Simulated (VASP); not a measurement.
A run of VASP 6.6.1 is set up as follows.

The input INCAR:

```
SYSTEM = Ni
PREC = Accurate
ENCUT = 520
EDIFF = 1E-7
ISMEAR = 0
SIGMA = 0.1
LREAL = .FALSE.
LASPH = .TRUE.
NELM = 150
ALGO = Normal
ISIF = 2
LWAVE = .FALSE.
LCHARG = .FALSE.
ISPIN = 2
MAGMOM = 0.8
LORBIT = 11
LMAXMIX = 4
GGA = PE
```

KPOINTS

```
Automatic mesh
0
G
  26 26 26
  0 0 0
```

The input POSCAR:

```
Ni
1.0
    0.0000000000      1.7619350000      1.7619350000
    1.7619350000      0.0000000000      1.7619350000
    1.7619350000      1.7619350000      0.0000000000
Ni
1
Direct
    0.0000000000      0.0000000000      0.0000000000
```

Potentials or basis: VASP PAW PBE potentials, release 64 (Ni).

The run is started by

```sh
$ cat potpaw_PBE.64/Ni/POTCAR > POTCAR
$ mpirun -np 1 vasp_std > vasp.out
```

Question: Estimate the pressure.

Answer: -0.9 GPa.

Question: What does it give for the site moments?

Answer: Ni +0.64 μB.

Question: What does it give for the net moment?

Answer: 0.63 μB per cell.
